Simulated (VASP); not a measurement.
```yaml
crystal:
  lattice:
    - [0.00000, 3.47779, 3.47779]
    - [3.47779, 0.00000, 3.47779]
    - [3.47779, 3.47779, 0.00000]
  atoms:
    - { symbol: Si, position: [0.00000, 0.00000, 0.00000] }
    - { symbol: Ta, position: [0.50000, 0.50000, 0.50000] }
    - { symbol: Ta, position: [0.25000, 0.25000, 0.25000] }
    - { symbol: Ta, position: [0.75000, 0.75000, 0.75000] }
```

The numbers are results of PBE GGA, VASP's PBE PAW potentials (set 64) (plane waves; VASP), not measurements. Settings: 300 eV cut-off, 6×6×6 Γ-centred mesh, Fermi-Dirac smearing of 0.10 eV, potentials Si Ta_pv.

**Question.** Give the energies of bands 11 to 21 at the high-symmetry points, in eV from the Fermi level.

**Answer.** 
| band | Γ | X | U | L | W |
|---|---|---|---|---|---|
| 11 | -3.10 | -5.17 | -4.78 | -5.62 | -4.48 |
| 12 | -3.10 | -3.45 | -4.34 | -3.19 | -4.48 |
| 13 | -3.10 | -3.40 | -3.10 | -3.19 | -3.54 |
| 14 | -2.60 | -2.12 | -2.61 | -1.68 | -2.44 |
| 15 | -2.60 | -2.12 | -1.32 | -1.23 | -1.21 |
| 16 | -1.33 | -1.00 | -1.29 | -1.23 | -1.21 |
| 17 | -0.72 | -1.00 | -0.67 | -0.93 | -0.78 |
| 18 | -0.72 | -0.98 | -0.34 | -0.75 | -0.15 |
| 19 | -0.72 | 0.65 | 0.04 | -0.75 | -0.15 |
| 20 | 2.08 | 0.67 | 0.24 | 0.40 | 0.08 |
| 21 | 2.08 | 0.67 | 0.89 | 0.40 | 1.22 |

It has no gap at this level: it comes out as a metal or semimetal.

The structure was generated: Ta3Si was put into an ordered model structure, which need not be its known phase. The cell was not relaxed at this level. The electron count is odd and the run is not spin-polarised, which forces a metal.
